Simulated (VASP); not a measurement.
Computed with PBE GGA, VASP's PBE PAW potentials (set 64) (plane waves; VASP).

VASP ran on this input.

### INCAR
```
SYSTEM = Cs
PREC = Accurate; ENCUT = 480; LREAL = .FALSE.
LASPH = .TRUE.
EDIFF = 1E-7; NELM = 100; ALGO = Normal
LMAXMIX = 4
ISMEAR = 1; SIGMA = 0.1
GGA = PE
ISIF = 2
LWAVE = .FALSE.; LCHARG = .FALSE.
```

**KPOINTS**
```
Automatic mesh
0
Gamma
8 8 8
0 0 0
```

**POSCAR**
```
Cs
1
   -3.0731853690     3.0731853690     3.0731853690
    3.0731853690    -3.0731853690     3.0731853690
    3.0731853690     3.0731853690    -3.0731853690
Cs
1
Direct
  0.0000000000   0.0000000000   0.0000000000
```

POTCAR, in this order: Cs_sv (PBE.64 set). Program: vasp_std.

Output of the run:

### OSZICAR
```
       N       E                     dE             d eps       ncg     rms          rms(c)
DAV:   1     0.538437246252E+02    0.53844E+02   -0.26883E+03   464   0.714E+02
DAV:   2     0.352688234574E+01   -0.50317E+02   -0.48860E+02   664   0.122E+02
DAV:   3    -0.790133139373E+00   -0.43170E+01   -0.43156E+01   480   0.452E+01
DAV:   4    -0.843117240942E+00   -0.52984E-01   -0.52983E-01   824   0.593E+00
DAV:   5    -0.843193591573E+00   -0.76351E-04   -0.76349E-04   640   0.128E-01    0.128E-01
DAV:   6    -0.843697236224E+00   -0.50364E-03   -0.14135E-03   760   0.220E-01    0.883E-02
DAV:   7    -0.844639734006E+00   -0.94250E-03   -0.35985E-03   568   0.364E-01    0.362E-02
DAV:   8    -0.844737218678E+00   -0.97485E-04   -0.13609E-04   624   0.907E-02    0.418E-03
DAV:   9    -0.844738826611E+00   -0.16079E-05   -0.29288E-06   824   0.105E-02    0.275E-03
DAV:  10    -0.844738151418E+00    0.67519E-06   -0.82466E-07   648   0.527E-03    0.467E-04
DAV:  11    -0.844738279463E+00   -0.12804E-06   -0.22415E-08   488   0.105E-03    0.176E-04
DAV:  12    -0.844738348514E+00   -0.69051E-07   -0.78398E-09   448   0.486E-04
   1 F= -.84473835E+00 E0= -.84377442E+00  d E =-.289178E-02
```

OUTCAR:
```
------------------------ aborting loop because EDIFF is reached ----------------------------------------
  FORCE on cell =-STRESS in cart. coord.  units (eV):
  Direction    XX          YY          ZZ          XY          YZ          ZX
  --------------------------------------------------------------------------------------
  Total        0.0089768      0.0089768      0.0089768      0.0000000      0.0000000      0.0000000
  in kB        0.1238808      0.1238808      0.1238808      0.0000000      0.0000000      0.0000000
  external PRESSURE =       0.1238808 kB  Pullay stress =       0.0000000 kB
  volume of cell :      116.10
      direct lattice vectors                 reciprocal lattice vectors
    -3.073185369  3.073185369  3.073185369     0.000000000  0.162697638  0.162697638
     3.073185369 -3.073185369  3.073185369     0.162697638  0.000000000  0.162697638
     3.073185369  3.073185369 -3.073185369     0.162697638  0.162697638  0.000000000
 POSITION                                       TOTAL-FORCE (eV/Angst)
 -----------------------------------------------------------------------------------
      0.00000      0.00000      0.00000        -0.000000      0.000000     -0.000000
 -----------------------------------------------------------------------------------
    total drift:                                0.000000      0.000000     -0.000000
  FREE ENERGIE OF THE ION-ELECTRON SYSTEM (eV)
  ---------------------------------------------------
  free  energy   TOTEN  =        -0.8447383485 eV

  energy  without entropy=       -0.8418465705  energy(sigma->0) =       -0.84377442
```
(Selected blocks of OUTCAR.)

The compound is Cs in the bcc structure. It was relaxed first.
